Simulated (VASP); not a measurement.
A VASP calculation is set up with these files.

### POSCAR
```
LaB6
1
    3.9539975258    -0.0000000000     0.0000000000
   -0.0000000000     3.9539975258     0.0000000000
   -0.0000000000     0.0000000000     3.9539975258
La B
1 6
Direct
  0.0000000000   0.0000000000   0.0000000000
  0.8018615878   0.5000000000   0.5000000000
  0.5000000000   0.1981384122   0.5000000000
  0.5000000000   0.8018615878   0.5000000000
  0.1981384122   0.5000000000   0.5000000000
  0.5000000000   0.5000000000   0.8018615878
  0.5000000000   0.5000000000   0.1981384122
```

**KPOINTS**
```
Automatic mesh
0
Gamma
8 8 8
0 0 0
```

### INCAR
```
# general
SYSTEM  = LaB6
PREC    = Accurate
ENCUT   = 620
LREAL   = F
LASPH   = T

# electronic loop
EDIFF   = 1E-6
NELM    = 100
ALGO    = Normal
LMAXMIX = 6

# smearing
ISMEAR  = 1
SIGMA   = 0.1

# functional
GGA     = PS

# ions
IBRION  = 2
NSW     = 40
ISIF    = 3
EDIFFG  = -0.02
PSTRESS = 300

# output
LWAVE   = F
LCHARG  = F
```

POTCAR, in this order: La B (PBE.64 set). Program: vasp_std.

Task: Translate this PBEsol calculation to Quantum ESPRESSO's pw.x.

Result: One equivalent input (not run):
```
&CONTROL
  calculation = 'vc-relax'
  pseudo_dir = './pseudo'
  outdir = './out'
  tprnfor = .true.
  tstress = .true.
  nstep = 40
  forc_conv_thr = 0.00078
/
&SYSTEM
  ibrav = 0
  nat = 7
  ntyp = 2
  ecutwfc = 110
  occupations = 'smearing'
  smearing = 'methfessel-paxton'
  degauss = 0.00735
  input_dft = 'pbesol'
/
&ELECTRONS
  conv_thr = 7.3e-08
  electron_maxstep = 100
/
&IONS
/
&CELL
  press = 300
/
ATOMIC_SPECIES
  La 138.905 La.upf
  B 10.810 B.upf
CELL_PARAMETERS angstrom
     3.9539975   -0.0000000    0.0000000
    -0.0000000    3.9539975    0.0000000
    -0.0000000    0.0000000    3.9539975
ATOMIC_POSITIONS crystal
  La   0.0000000  0.0000000  0.0000000
  B    0.8018616  0.5000000  0.5000000
  B    0.5000000  0.1981384  0.5000000
  B    0.5000000  0.8018616  0.5000000
  B    0.1981384  0.5000000  0.5000000
  B    0.5000000  0.5000000  0.8018616
  B    0.5000000  0.5000000  0.1981384
K_POINTS automatic
  8 8 8 0 0 0
```
What does not carry over: the potentials are each code's own (VASP's PAW set, PseudoDojo norm-conserving files in pw.x), so ENCUT and ecutwfc are chosen apart and not converted; conv_thr bounds pw.x's estimated SCF error, while EDIFF bounds the energy change between steps; forc_conv_thr acts on force components and is met together with etot_conv_thr.

The compound is LaB6 in the cab6 structure. It was relaxed first under an external pressure of 30 GPa.
